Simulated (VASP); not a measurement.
Method: PBEsol GGA, VASP's PBE PAW potentials (set 64) (plane waves; VASP).

Input for VASP

**INCAR**
```
! general
SYSTEM =PdSb
PREC   =Accurate
ENCUT  =400
LREAL  =F
LASPH  =T

! electronic loop
EDIFF  =1E-6
NELM   =100
ALGO   =Normal
LMAXMIX=4

! smearing
ISMEAR =1
SIGMA  =0.1

! functional
GGA    =PS

! ions
IBRION =2
NSW    =60
ISIF   =3
EDIFFG =-0.01

! output
LWAVE  =F
LCHARG =F
```

POSCAR:
```
PdSb
1
    0.0000000000     3.0024000000     3.0024000000
    3.0024000000     0.0000000000     3.0024000000
    3.0024000000     3.0024000000     0.0000000000
Pd Sb
1 1
Direct
  0.0000000000   0.0000000000   0.0000000000
  0.5000000000   0.5000000000   0.5000000000
```

### KPOINTS
```
Automatic mesh
0
Gamma
10 10 10
0 0 0
```

POTCAR, in this order: Pd Sb (PBE.64 set). Program: vasp_std.

Output

File OSZICAR:
```
       N       E                     dE             d eps       ncg     rms          rms(c)
DAV:   1     0.578827809744E+02    0.57883E+02   -0.49306E+03  1034   0.868E+02
DAV:   2    -0.791809674958E+01   -0.65801E+02   -0.60644E+02  1201   0.189E+02
DAV:   3    -0.102106503592E+02   -0.22926E+01   -0.22443E+01  1179   0.383E+01
DAV:   4    -0.102361213918E+02   -0.25471E-01   -0.25460E-01  1161   0.430E+00
DAV:   5    -0.102365569597E+02   -0.43557E-03   -0.43556E-03  1189   0.614E-01    0.323E+00
DAV:   6    -0.101614009264E+02    0.75156E-01   -0.36590E-01  1106   0.610E+00    0.150E+00
DAV:   7    -0.101364098202E+02    0.24991E-01   -0.12546E-01  1052   0.316E+00    0.114E+00
DAV:   8    -0.101264525468E+02    0.99573E-02   -0.45942E-02  1103   0.208E+00    0.245E-01
DAV:   9    -0.101263529256E+02    0.99621E-04   -0.63643E-04  1115   0.205E-01    0.143E-01
DAV:  10    -0.101263418696E+02    0.11056E-04   -0.93426E-05  1133   0.907E-02    0.125E-02
DAV:  11    -0.101263416485E+02    0.22115E-06   -0.10045E-05  1121   0.324E-02    0.406E-03
DAV:  12    -0.101263413713E+02    0.27716E-06   -0.62507E-07   586   0.709E-03
   1 F= -.10126341E+02 E0= -.10126163E+02  d E =-.101263E+02
       N       E                     dE             d eps       ncg     rms          rms(c)
DAV:   1    -0.412711937760E+02   -0.31145E+02   -0.45740E+02  1076   0.239E+02    0.604E+01
DAV:   2    -0.154686758858E+02    0.25803E+02   -0.20478E+02  1043   0.135E+02    0.135E+01
DAV:   3    -0.113008139723E+02    0.41679E+01   -0.20681E+01  1073   0.597E+01    0.133E+01
DAV:   4    -0.109760736563E+02    0.32474E+00   -0.10450E+00  1087   0.721E+00    0.958E+00
DAV:   5    -0.107423499762E+02    0.23372E+00   -0.29982E-01  1111   0.424E+00    0.450E+00
DAV:   6    -0.106980698374E+02    0.44280E-01   -0.18844E-01  1104   0.255E+00    0.665E-01
DAV:   7    -0.107004452033E+02   -0.23754E-02   -0.53098E-03  1118   0.575E-01    0.115E-01
DAV:   8    -0.107003995486E+02    0.45655E-04   -0.47410E-04  1103   0.195E-01    0.420E-02
DAV:   9    -0.107003974413E+02    0.21073E-05   -0.21379E-05  1130   0.404E-02    0.266E-02
DAV:  10    -0.107003971577E+02    0.28365E-06   -0.55217E-07   634   0.858E-03
   2 F= -.10700397E+02 E0= -.10700128E+02  d E =-.574056E+00
       N       E                     dE             d eps       ncg     rms          rms(c)
DAV:   1    -0.141710336123E+02   -0.34706E+01   -0.52273E+01  1064   0.873E+01    0.131E+01
DAV:   2    -0.113407117176E+02    0.28303E+01   -0.18043E+01  1043   0.512E+01    0.615E+00
DAV:   3    -0.110809675316E+02    0.25974E+00   -0.13095E+00  1037   0.127E+01    0.364E+00
DAV:   4    -0.110302085485E+02    0.50759E-01   -0.10844E-01  1077   0.336E+00    0.186E+00
DAV:   5    -0.110220335744E+02    0.81750E-02   -0.20552E-02  1079   0.844E-01    0.471E-01
DAV:   6    -0.110222938877E+02   -0.26031E-03   -0.85327E-04  1106   0.228E-01    0.587E-02
DAV:   7    -0.110223099143E+02   -0.16027E-04   -0.12579E-04  1141   0.111E-01    0.396E-02
DAV:   8    -0.110223042325E+02    0.56818E-05   -0.19973E-05  1052   0.522E-02    0.720E-03
DAV:   9    -0.110223051956E+02   -0.96310E-06   -0.99593E-07   526   0.895E-03
   3 F= -.11022305E+02 E0= -.11022248E+02  d E =-.895964E+00
       N       E                     dE             d eps       ncg     rms          rms(c)
DAV:   1    -0.110286291710E+02   -0.63249E-02   -0.91084E-02  1067   0.357E+00    0.528E-01
DAV:   2    -0.110239589772E+02    0.46702E-02   -0.46804E-02  1046   0.245E+00    0.219E-01
DAV:   3    -0.110228923054E+02    0.10667E-02   -0.43541E-03  1034   0.781E-01    0.705E-02
DAV:   4    -0.110228027182E+02    0.89587E-04   -0.57674E-04  1049   0.141E-01    0.204E-02
DAV:   5    -0.110227930419E+02    0.96764E-05   -0.38242E-05  1061   0.624E-02    0.172E-02
DAV:   6    -0.110227947813E+02   -0.17395E-05   -0.27218E-06  1059   0.171E-02    0.413E-03
DAV:   7    -0.110227942660E+02    0.51527E-06   -0.25648E-06   654   0.152E-02
   4 F= -.11022794E+02 E0= -.11022758E+02  d E =-.896453E+00
```

File OUTCAR:
```
------------------------ aborting loop because EDIFF is reached ----------------------------------------
  FORCE on cell =-STRESS in cart. coord.  units (eV):
  Direction    XX          YY          ZZ          XY          YZ          ZX
  --------------------------------------------------------------------------------------
  Total        0.0049018      0.0049018      0.0049018      0.0000000      0.0000000     -0.0000000
  in kB        0.1928562      0.1928562      0.1928562      0.0000000      0.0000000     -0.0000000
  external PRESSURE =       0.1928562 kB  Pullay stress =       0.0000000 kB
  volume of cell :       40.72
      direct lattice vectors                 reciprocal lattice vectors
    -0.000000000  2.730668088  2.730668088    -0.183105373  0.183105373  0.183105373
     2.730668088 -0.000000000  2.730668088     0.183105373 -0.183105373  0.183105373
     2.730668088  2.730668088 -0.000000000     0.183105373  0.183105373 -0.183105373
 POSITION                                       TOTAL-FORCE (eV/Angst)
 -----------------------------------------------------------------------------------
      2.73067     -0.00000      2.73067        -0.000000      0.000000      0.000000
      2.73067      2.73067      2.73067         0.000000     -0.000000     -0.000000
 -----------------------------------------------------------------------------------
    total drift:                                0.000000      0.000000      0.000000
  FREE ENERGIE OF THE ION-ELECTRON SYSTEM (eV)
  ---------------------------------------------------
  free  energy   TOTEN  =       -11.0227942660 eV

  energy  without entropy=      -11.0226839973  energy(sigma->0) =      -11.02275751

 reached required accuracy - stopping structural energy minimisation
```
(Selected blocks of OUTCAR.)

**CONTCAR**
```
PdSb
   1.00000000000000
    -0.0000000000000000    2.7306680879955803    2.7306680879955803
     2.7306680879955803   -0.0000000000000000    2.7306680879955803
     2.7306680879955803    2.7306680879955803   -0.0000000000000000
  Pd              Sb
     1     1
Direct
     0.0000000000000000    1.0000000000000000    0.0000000000000000
     0.5000000000000000    0.5000000000000000    0.5000000000000000
```

Energy and stress use the plane-wave basis of the starting cell.

The structure was generated: PdSb was put into the rock salt type (Fm-3m), which need not be its known phase. This run relaxes it. Symmetry was kept, so distortions that lower it aren't found. The electron count is odd and the run is not spin-polarised, which forces a metal.
